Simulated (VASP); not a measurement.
Data:

```
CELL_PARAMETERS angstrom
      3.56096     0.00000     0.00000
      0.00000     3.56096     0.00000
      0.00000     0.00000     5.17322
ATOMIC_POSITIONS crystal
  Hf 0.50000 0.50000 0.50000
  Hf 0.00000 0.00000 0.00000
  O  0.00000 0.50000 0.69688
  O  0.00000 0.50000 0.19688
  O  0.50000 0.00000 0.80312
  O  0.50000 0.00000 0.30312
```

Method: r2SCAN meta-GGA, VASP's PBE PAW potentials (set 64) (plane waves; VASP). Numerical set-up: 520 eV cut-off, 8×8×6 Γ-centred mesh, Gaussian smearing of 0.010 eV, potentials Hf_pv O.

Unless said otherwise, spin-orbit coupling is left out, though it shifts the bands of the heavy elements here.

Question: What does the run give for the energy per atom (σ→0), band gap (on the k-mesh) with the smallest direct gap where there is one?

Answer: 
```yaml
band gap (on the k-mesh): 5.29 eV
smallest direct gap (on the k-mesh): 5.37 eV
energy per atom (σ→0): -22.884 eV/atom
```

The structure comes from a computed database's HfO2 entry (P4_2/nmc); how it stands against other phases isn't given here. It was relaxed first.
